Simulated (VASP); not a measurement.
This VASP 6.6.1 run on HfRu3 needs a look.

INCAR

```
SYSTEM = HfRu3
ALGO     = Fast           ! electronic algorithm
ANDERSEN_PROB= 0.1          
EDIFF    = 1E-5           ! SCF threshold, eV
ENCUT    = 420            ! plane-wave cutoff, eV
GGA      = CA             ! functional
IBRION   = 0              ! ionic algorithm
ISIF     = 2              ! what is computed and relaxed
ISMEAR   = -5             ! smearing method
ISYM     = 0            
LASPH    = .TRUE.         ! aspherical terms in the spheres
LCHARG   = .FALSE.        ! write CHGCAR
LREAL    = Auto         
LWAVE    = .FALSE.        ! write WAVECAR
MDALGO   = 1            
NELM     = 86             ! most SCF steps
NELMIN   = 4            
NSW      = 40             ! ionic steps
POTIM    = 1              ! step
PREC     = Normal         ! precision mode
RANDOM_SEED= 39442 0 0    
SIGMA    = 0.2            ! smearing width, eV
TEBEG    = 300          
TEEND    = 300
```

Contents of KPOINTS:

```
k-points
0
G
  1 1 1
  0 0 0
```

File POSCAR:

```
HfRu3
1.0
    7.8046201088      0.0000000000      0.0000000000
    0.0000000000      7.8046201088      0.0000000000
    0.0000000000      0.0000000000      3.9023100544
Hf Ru
4 12
Cartesian
    0.0000000000      0.0000000000      0.0000000000
    0.0000000000      3.9023100544      0.0000000000
    3.9023100544      0.0000000000      0.0000000000
    3.9023100544      3.9023100544      0.0000000000
    0.0000000000      1.9511550272      1.9511550272
    0.0000000000      5.8534650816      1.9511550272
    3.9023100544      1.9511550272      1.9511550272
    3.9023100544      5.8534650816      1.9511550272
    1.9511550272      0.0000000000      1.9511550272
    1.9511550272      3.9023100544      1.9511550272
    5.8534650816      0.0000000000      1.9511550272
    5.8534650816      3.9023100544      1.9511550272
    1.9511550272      1.9511550272      0.0000000000
    1.9511550272      5.8534650816      0.0000000000
    5.8534650816      1.9511550272      0.0000000000
    5.8534650816      5.8534650816      0.0000000000
```

Potentials or basis: VASP PAW LDA potentials, release 64 (Hf_pv, Ru_pv).

Command:

```console
$ cat potpaw_LDA.64/Hf_pv/POTCAR potpaw_LDA.64/Ru_pv/POTCAR > POTCAR
$ mpirun -np 1 vasp_std > vasp.out
```

OUTCAR:

```text
SYSTEM = HfRu3
   EDIFF = 1E-5
   ENCUT = 420
   GGA = CA
   IBRION = 0
   ISIF = 2
   ISMEAR = -5
   ISYM = 0
   LASPH = .TRUE.
   LREAL = Auto
[... 118 lines left out ...]
|     EEEEEEE  RRRRRR   RRRRRR   OOOOOOO  RRRRRR      ###     ###     ###     |
|     E        R     R  R     R  O     O  R     R     ###     ###     ###     |
|     E        R     R  R     R  O     O  R     R     ###     ###     ###     |
|     EEEEE    RRRRRR   RRRRRR   O     O  RRRRRR       #       #       #      |
|     E        R   R    R   R    O     O  R   R                               |
|     E        R    R   R    R   O     O  R    R      ###     ###     ###     |
|     EEEEEEE  R     R  R     R  OOOOOOO  R     R     ###     ###     ###     |
|                                                                             |
|     IBZKPT: tetrahedron method fails for NKPT<4. NKPT = 1                   |
|                                                                             |
|       ---->  I REFUSE TO CONTINUE WITH THIS SICK JOB ... BYE!!! <----       |
|                                                                             |
 -----------------------------------------------------------------------------
```

On the terminal:

```text
POSCAR found type information on POSCAR HfRu
 POSCAR found :  2 types and      16 ions
[... 18 lines left out ...]

1
```

Problem. Diagnose the run.

Solution. The input was rejected before any iteration. The input holds a flaw that was put in on purpose: tetrahedra on too few k points (ISMEAR = -5; k = 1 × 1 × 1).
